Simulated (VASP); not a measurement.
Level of theory: PBEsol GGA, VASP's PBE PAW potentials (set 64) (plane waves; VASP).

VASP input:

**INCAR**
```
SYSTEM  =  NaCl
PREC  =  Accurate; ENCUT  =  400; LREAL  =  .FALSE.
LASPH  =  .TRUE.
EDIFF  =  1E-6; NELM  =  100; ALGO  =  Normal
ISMEAR  =  0; SIGMA  =  0.05
GGA  =  PS
IBRION  =  2; NSW  =  60; ISIF  =  3
EDIFFG  =  -0.01
LWAVE  =  .FALSE.; LCHARG  =  .FALSE.
```

File POSCAR:
```
NaCl
1.0
  0.0000000000   2.7959927569   2.7959927569
  2.7959927569   0.0000000000   2.7959927569
  2.7959927569   2.7959927569   0.0000000000
Na Cl
1 1
direct
  1.0000000000   0.0000000000   1.0000000000
  0.5000000000   0.5000000000   0.5000000000
```

**KPOINTS**
```
Automatic mesh
0
Gamma
7 7 7
0 0 0
```

POTCAR, in this order: Na_pv Cl (PBE.64 set). Program: vasp_std.

Output

File OSZICAR:
```
       N       E                     dE             d eps       ncg     rms          rms(c)
DAV:   1     0.832543009559E+02    0.83254E+02   -0.64933E+03   457   0.107E+03
DAV:   2    -0.896899235202E-01   -0.83344E+02   -0.77165E+02   515   0.255E+02
DAV:   3    -0.702440351264E+01   -0.69347E+01   -0.68933E+01   532   0.770E+01
DAV:   4    -0.715552951331E+01   -0.13113E+00   -0.13098E+00   528   0.111E+01
DAV:   5    -0.715825786642E+01   -0.27284E-02   -0.27282E-02   582   0.159E+00    0.189E+00
DAV:   6    -0.700503140103E+01    0.15323E+00   -0.30400E-01   514   0.447E+00    0.137E+00
DAV:   7    -0.699446378215E+01    0.10568E-01   -0.67954E-02   588   0.203E+00    0.910E-01
DAV:   8    -0.699785713605E+01   -0.33934E-02   -0.69951E-03   458   0.958E-01    0.217E-01
DAV:   9    -0.699780441158E+01    0.52724E-04   -0.17235E-04   548   0.126E-01    0.122E-01
DAV:  10    -0.699787584877E+01   -0.71437E-04   -0.20126E-04   461   0.109E-01    0.393E-02
DAV:  11    -0.699786915202E+01    0.66967E-05   -0.14498E-05   512   0.324E-02    0.118E-02
DAV:  12    -0.699786871556E+01    0.43646E-06   -0.23492E-06   467   0.112E-02
   1 F= -.69978687E+01 E0= -.69978687E+01  d E =-.699787E+01
```

### OUTCAR
```
------------------------ aborting loop because EDIFF is reached ----------------------------------------
  FORCE on cell =-STRESS in cart. coord.  units (eV):
  Direction    XX          YY          ZZ          XY          YZ          ZX
  --------------------------------------------------------------------------------------
  Total       -0.0009021     -0.0009021     -0.0009021     -0.0000000      0.0000000      0.0000000
  in kB       -0.0330605     -0.0330605     -0.0330605     -0.0000000      0.0000000      0.0000000
  external PRESSURE =      -0.0330605 kB  Pullay stress =       0.0000000 kB
  volume of cell :       43.72
      direct lattice vectors                 reciprocal lattice vectors
     0.000000000  2.795992757  2.795992757    -0.178827359  0.178827359  0.178827359
     2.795992757  0.000000000  2.795992757     0.178827359 -0.178827359  0.178827359
     2.795992757  2.795992757  0.000000000     0.178827359  0.178827359 -0.178827359
  FREE ENERGIE OF THE ION-ELECTRON SYSTEM (eV)
  ---------------------------------------------------
  free  energy   TOTEN  =        -6.9978687156 eV

  energy  without entropy=       -6.9978687156  energy(sigma->0) =       -6.99786872

 reached required accuracy - stopping structural energy minimisation
```
(Selected blocks of OUTCAR.)

The compound is NaCl in the rock salt structure. It was relaxed first. The start is the result of an earlier pass.
